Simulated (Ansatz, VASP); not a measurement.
# Zr2NO2 in two plane-wave programs, part 2 of 2

One calculation is typed for both programs; each brings its own data sets. How far apart do they land? The structure shown is the start of the Ansatz relaxation below; VASP solves that cell, so the two are compared at the walk's first step.

VASP 6.6.1 and Ansatz 0.2.0.

So far: The starting structure; Ansatz: relaxation, LDA.

## Step 3: VASP: single point, LDA, start cell

Level of this step: LDA; plane waves and PAW (N, Zr_sv, O) (VASP).

The same cell, functional (in two slightly different forms), mesh and smearing now go to VASP, with its own data sets.

Lines of VASP's logs that name or quote its potential files are left out, and so is its time.

Input file INCAR:

```
SYSTEM = Zr2NO2
PREC = Accurate
ENCUT = 520
EDIFF = 1E-06
NELM = 120
ISMEAR = 1
SIGMA = 0.15
LREAL = .FALSE.
ALGO = Normal
GGA = CA
NBANDS = 76
LASPH = .TRUE.
LORBIT = 11
LWAVE = .FALSE.
LCHARG = .FALSE.
ISIF = 2
LDIPOL = .TRUE.
IDIPOL = 3
DIPOL = 0.5 0.5 0.307
LVHAR = .TRUE.
GGA_COMPAT = .FALSE.
NELMDL = -8
KPAR = 4
```

Input file POSCAR:

```
Zr2NO2
1.0
    3.2106200000      0.0000000000      0.0000000000
   -1.6053100000      8.3414360000      0.0000000000
    0.0000000000      0.0000000000     32.6000000000
N Zr O
3 6 6
Direct
    0.6690431959      0.3380863918      0.3065858896
    0.3333333134      0.6666666267      0.3067484663
    0.9976234907      0.9952469815      0.3069110429
    0.1106658973      0.2213317947      0.3471103988
    0.7766014749      0.5532029497      0.3480378834
    0.4460660011      0.8921320022      0.3478539877
    0.5560007294      0.1120014587      0.2663865337
    0.2206006855      0.4412013711      0.2656429448
    0.8900652118      0.7801304236      0.2654590491
    0.5558792875      0.1117585749      0.3776089877
    0.2236930787      0.4473861575      0.3771495706
    0.8870943205      0.7741886409      0.3762911963
    0.1107873992      0.2215747984      0.2358879448
    0.7795723662      0.5591447324      0.2372057669
    0.4429736079      0.8859472158      0.2363473620
```

Input file KPOINTS:

```
Automatic mesh
0
Gamma
12 12 1
0 0 0
```

PAW data sets: N, Zr_sv and O (LDA family, release 64).

Launch:

```console
> mpirun -np 4 vasp_std
```

Numbers of over 12 decimals in the logs are rounded to 6 here.

Output:

```text
[banner, memory and clock lines left out]
running    4 mpi-ranks, on    1 nodes
 distrk:  each k-point on    1 cores,    4 groups
 distr:  one band on    1 cores,    1 groups

 POSCAR found type information on POSCAR N ZrO
 POSCAR found :  3 types and      15 ions
 LDA part: xc-table for (Slater(with rela. corr.)+CA(PZ))
 , standard interpolation
 POSCAR, INCAR and KPOINTS ok, starting setup
 FFT: planning ... GRIDC
 FFT: planning ... GRID_SOFT
 FFT: planning ... GRID
 WAVECAR not read
 entering main loop
       N       E                     dE             d eps       ncg     rms          rms(c)
DAV:   1     0.134274634768E+04    0.13427E+04   -0.58362E+04  8176   0.132E+03
DAV:   2     0.512358224528E+01   -0.13376E+04   -0.13146E+04  9052   0.375E+02
DAV:   3    -0.169988949376E+03   -0.17511E+03   -0.17335E+03  8056   0.126E+02
DAV:   4    -0.183251019247E+03   -0.13262E+02   -0.13223E+02 11456   0.339E+01
DAV:   5    -0.184388178281E+03   -0.11372E+01   -0.11368E+01  9776   0.636E+00
DAV:   6    -0.184406668359E+03   -0.18490E-01   -0.18487E-01 10136   0.122E+00
DAV:   7    -0.184407450451E+03   -0.78209E-03   -0.78203E-03  9688   0.212E-01
DAV:   8    -0.184407480342E+03   -0.29891E-04   -0.29889E-04  9400   0.429E-02    0.632E+01
DAV:   9    -0.158198177774E+03    0.26209E+02   -0.16035E+02  7992   0.459E+01    0.281E+01
DAV:  10    -0.157521354181E+03    0.67682E+00   -0.17318E+01  8052   0.152E+01    0.150E+01
DAV:  11    -0.157284997228E+03    0.23636E+00   -0.19347E+00  9528   0.530E+00    0.176E+00
DAV:  12    -0.157275694727E+03    0.93025E-02   -0.19312E-01  9304   0.175E+00    0.111E+00
DAV:  13    -0.157266886525E+03    0.88082E-02   -0.45014E-02  8120   0.105E+00    0.582E-01
DAV:  14    -0.157266348536E+03    0.53799E-03   -0.62201E-03  8024   0.390E-01    0.128E-01
[...]
DAV:  23    -0.157272616285E+03   -0.82748E-04   -0.27747E-06  6032   0.355E-03    0.141E-03
DAV:  24    -0.157272678379E+03   -0.62094E-04   -0.26169E-06  6008   0.290E-03    0.974E-04
DAV:  25    -0.157272688477E+03   -0.10098E-04   -0.13290E-07  4712   0.120E-03    0.720E-04
DAV:  26    -0.157272698633E+03   -0.10156E-04   -0.29366E-07  4744   0.118E-03    0.276E-04
DAV:  27    -0.157272704853E+03   -0.62195E-05   -0.14898E-07  4544   0.826E-04    0.243E-04
DAV:  28    -0.157272707096E+03   -0.22431E-05   -0.71397E-08  4008   0.563E-04    0.177E-04
DAV:  29    -0.157272708833E+03   -0.17369E-05   -0.34400E-08  3984   0.455E-04    0.110E-04
DAV:  30    -0.157272709798E+03   -0.96542E-06   -0.10770E-08  3856   0.318E-04
   1 F= -.15727271E+03 E0= -.15727026E+03  d E =-.733658E-02
```

OUTCAR, selected parts (step 3):

```text
ion  position               nearest neighbor table
   1  0.669  0.338  0.307-   5 2.25   8 2.26   8 2.26   4 2.30   4 2.30   7 2.30
   2  0.333  0.667  0.307-   5 2.30   5 2.30   9 2.30   9 2.30   8 2.31   6 2.31
   3  0.998  0.995  0.307-   9 2.25   6 2.26   6 2.26   7 2.30   7 2.30   4 2.30
   4  0.111  0.221  0.347-  10 2.10  10 2.10  11 2.12   1 2.30   1 2.30   3 2.30   6 3.18   6 3.18
                             5 3.20   5 3.20   7 3.21   7 3.21   8 3.23
   5  0.777  0.553  0.348-  12 2.06  11 2.06  11 2.06   1 2.25   2 2.30   2 2.30   4 3.20   4 3.20
                             6 3.25   6 3.25   8 3.27   8 3.27   9 3.29
   6  0.446  0.892  0.348-  10 2.07  12 2.10  12 2.10   3 2.26   3 2.26   2 2.31   4 3.18   4 3.18
                             7 3.23   5 3.25   5 3.25   9 3.27   9 3.27
   7  0.556  0.112  0.266-  13 2.10  13 2.10  15 2.12   3 2.30   3 2.30   1 2.30   8 3.18   8 3.18
                             9 3.20   9 3.20   4 3.21   4 3.21   6 3.23
   8  0.221  0.441  0.266-  13 2.07  14 2.10  14 2.10   1 2.26   1 2.26   2 2.31   7 3.18   7 3.18
                             4 3.23   9 3.25   9 3.25   5 3.27   5 3.27
   9  0.890  0.780  0.265-  14 2.06  15 2.06  15 2.06   3 2.25   2 2.30   2 2.30   7 3.20   7 3.20
                             8 3.25   8 3.25   6 3.27   6 3.27   5 3.29
  10  0.556  0.112  0.378-   6 2.07   4 2.10   4 2.10
  11  0.224  0.447  0.377-   5 2.06   5 2.06   4 2.12
  12  0.887  0.774  0.376-   5 2.06   6 2.10   6 2.10
  13  0.111  0.222  0.236-   8 2.07   7 2.10   7 2.10
  14  0.780  0.559  0.237-   9 2.06   8 2.10   8 2.10
  15  0.443  0.886  0.236-   9 2.06   9 2.06   7 2.12

  LATTYP: Found a base centered orthorhombic cell.
 ALAT       =     3.2106200000
 B/A-ratio  =     5.1961527680
 C/A-ratio  =    10.1538020694

 Subroutine GETGRP returns: Found  4 space group operations
 (whereof  2 operations were pure point group operations)

The static configuration has the point symmetry C_1h.
 The point group associated with its full space group is C_2h.

 Found     43 irreducible k-points:

   k-points           NKPTS =     43   k-points in BZ     NKDIM =     43   number of bands    NBANDS=     76

   dimension x,y,z NGX =    24 NGY =   64 NGZ =  250
   dimension x,y,z NGXF=    48 NGYF=  128 NGZF=  500

   ENCUT  =  520.0 eV  38.22 Ry    6.18 a.u.   5.97 15.79 60.61*2*pi/ulx,y,z

   NELECT =     123.0000    total number of electrons

 k-points in reciprocal lattice and weights: Automatic mesh
   0.00000000  0.00000000  0.00000000       0.007
   0.08333333  0.00000000  0.00000000       0.028
   0.16666667 -0.00000000  0.00000000       0.028
   0.25000000  0.00000000  0.00000000       0.028
   0.33333333  0.00000000  0.00000000       0.028
   0.41666667 -0.00000000  0.00000000       0.028
   0.50000000  0.00000000  0.00000000       0.014
   0.00000000  0.08333333  0.00000000       0.014
   0.08333333  0.08333333  0.00000000       0.028
[...]
0.16666667  0.41666667  0.00000000       0.014
   0.00000000  0.50000000  0.00000000       0.007

 dipolmoment           0.000000      0.000000     -0.000000 electrons x Angstroem

 average (electrostatic) potential at core
       1 -71.2958       2 -71.0942       3 -71.2959       4 -86.1705       5 -86.3280
       6 -86.3131       7 -86.1705       8 -86.3131       9 -86.3280      10 -79.2609
      11 -79.3283      12 -79.3334      13 -79.2609      14 -79.3334      15 -79.3284

 E-fermi :  -2.0875

 k-point     1 :       0.0000    0.0000    0.0000
  band No.  band energies     occupation
    ...
     58      -5.5888      2.00000
     59      -5.1076      2.00000
     60      -5.0917      2.00000
     61      -2.6375      2.00000
     62      -2.3804      2.01860
     63      -1.5710     -0.00001
     64      -1.5653     -0.00001
     65      -1.1968     -0.00000
     66      -0.1956     -0.00000
     67      -0.0843     -0.00000
    ...

 k-point     2 :       0.0833    0.0000    0.0000
  band No.  band energies     occupation
    ...
     58      -5.4774      2.00000
     59      -5.3982      2.00000
     60      -5.2289      2.00000
     61      -2.4429      2.00407
     62      -2.1902      1.90853
     63      -1.5739     -0.00001
     64      -1.4643     -0.00000
     65      -1.1822     -0.00000
     66      -0.4586     -0.00000
     67      -0.2179     -0.00000
    ...

 k-point     3 :       0.1667   -0.0000    0.0000
  band No.  band energies     occupation
    ...
     56      -6.0699      2.00000
     57      -5.8059      2.00000
     58      -5.7211      2.00000
     59      -5.5801      2.00000
     60      -5.2550      2.00000
     61      -2.0140      0.27087
     62      -1.9114     -0.07007
     63      -1.7660     -0.00978
     64      -1.3502     -0.00000
     65      -0.8253     -0.00000
    ...

  Total        0.4645079      1.6805000      0.7435577      0.0000000      0.5191637      0.0000000
  in kB        0.8524254      3.0839106      1.3645138      0.0000000      0.9527250      0.0000000
  external PRESSURE =       1.7669499 kB  Pullay stress =       0.0000000 kB

  energy-cutoff  :      520.00
  volume of cell :      873.07
      direct lattice vectors                 reciprocal lattice vectors
     3.210620000  0.000000000  0.000000000     0.311466321  0.059941717  0.000000000
    -1.605310000  8.341436000  0.000000000     0.000000000  0.119883435  0.000000000
     0.000000000  0.000000000 32.600000000     0.000000000  0.000000000  0.030674847

 POSITION                                       TOTAL-FORCE (eV/Angst)
 -----------------------------------------------------------------------------------
      1.60531      2.82013      9.99470        -0.000000     -0.107784      0.019838
      0.00000      5.56096     10.00000         0.000000     -0.000000     -0.000000
      1.60531      8.30179     10.00530         0.000000      0.107784     -0.019838
     -0.00000      1.84623     11.31580         0.000000     -0.133460     -0.195268
      1.60531      4.61451     11.34603         0.000000     -0.136178      0.106698
      0.00000      7.44166     11.34004         0.000000     -0.031199      0.106757
      1.60531      0.93425      8.68420         0.000000      0.133460      0.195268
     -0.00000      3.68025      8.65996        -0.000000      0.031199     -0.106757
      1.60531      6.50741      8.65397         0.000000      0.136178     -0.106698
      1.60531      0.93223     12.31005         0.000000      0.107601      0.088882
     -0.00000      3.73184     12.29508        -0.000000      0.009462      0.047462
      1.60531      6.45784     12.26709         0.000000      0.171512      0.061347
      0.00000      1.84825      7.68995        -0.000000     -0.107601     -0.088882
      1.60531      4.66407      7.73291         0.000000     -0.171512     -0.061347
      0.00000      7.39007      7.70492         0.000000     -0.009462     -0.047462
 -----------------------------------------------------------------------------------
    total drift:                               -0.000047      0.001941     -0.001744

  FREE ENERGIE OF THE ION-ELECTRON SYSTEM (eV)
  ---------------------------------------------------
  free  energy   TOTEN  =      -157.2727097983 eV

  energy  without entropy=     -157.2653732186  energy(sigma->0) =     -157.27026427

 vacuum level on the upper side and lower side of the slab         3.004         3.004

 total charge
# of ion       s       p       d       tot
------------------------------------------
    1        1.234   2.468   0.000   3.703
    2        1.231   2.463   0.000   3.694
    3        1.234   2.468   0.000   3.703
    4        2.178   6.052   1.637   9.867
    5        2.190   6.068   1.612   9.869
    6        2.184   6.061   1.614   9.859
    7        2.178   6.052   1.637   9.867
    8        2.184   6.061   1.614   9.859
    9        2.190   6.068   1.612   9.869
   10        1.560   3.471   0.000   5.031
   11        1.561   3.479   0.000   5.040
   12        1.560   3.480   0.000   5.041
   13        1.560   3.471   0.000   5.031
   14        1.560   3.480   0.000   5.041
   15        1.561   3.479   0.000   5.040
--------------------------------------------------
tot         26.168  64.620   9.725 100.513

[... 3 further parts left out ...]
```

The run ends at a pressure of 0.18 GPa, with forces up to 0.24 eV/Å.

## Step 4: Side by side

Known differences besides the potentials themselves: the two LDA forms differ slightly; Ansatz cuts the interaction across the vacuum, VASP repeats the sheet with a dipole correction; the cutoff is 420 eV in Ansatz and 520 eV in VASP; VASP's log shows a relativistic correction to its local exchange, Ansatz's none. Total energies have different zeros and are not compared.

Forces on 9 of the 15 atoms, those with the largest forces and the largest differences (eV/Å; atoms numbered as in POSCAR):

| atom | Ansatz x, y, z | VASP x, y, z |
| --- | --- | --- |
| Zr4 | 0.000, -0.137, -0.190 | 0.000, -0.133, -0.195 |
| Zr5 | 0.000, -0.135, 0.119 | 0.000, -0.136, 0.107 |
| Zr7 | 0.000, 0.137, 0.190 | 0.000, 0.133, 0.195 |
| Zr9 | 0.000, 0.135, -0.119 | 0.000, 0.136, -0.107 |
| O10 | 0.000, 0.101, 0.027 | 0.000, 0.108, 0.089 |
| O11 | 0.000, 0.017, -0.015 | 0.000, 0.009, 0.047 |
| O12 | 0.000, 0.166, 0.004 | 0.000, 0.172, 0.061 |
| O14 | 0.000, -0.166, -0.004 | 0.000, -0.172, -0.061 |
| O15 | 0.000, -0.017, 0.015 | 0.000, -0.009, -0.047 |

The forces differ by 22 meV/Å r.m.s., which is 26.2 % of the r.m.s. force of 0.086 eV/Å (both taken over all components). With vacuum in the cell, a pressure given here is an average over mostly empty space and none of the material.

## Step 5: What came out

```yaml
r_m_s_force_difference_single_point_lda_start_cell: 22 meV/Å
```

What this shows: The r.m.s. force difference is 22 meV/Å (single point, LDA, start cell), beyond the 12 meV/Å picked in this series as the mark of a large difference. What causes the difference of the single point, LDA, start cell pair stays open here. 1 further run of this series is not shown here. How closely two codes agree says nothing of how well the functional describes the real material.

[Lines on the potential files, build, host, timing and source positions are cut from VASP's logs without a mark.]

[Logs are printed without paths, hosts, clocks, repeated set-up lines and the standing remarks that a program may print on its own settings, such as how far it seeks lower states.]

[Hosts, paths, dates, database ids (printed as entryN), source tags and the programs' standing remarks are cut or masked in the printed files.]
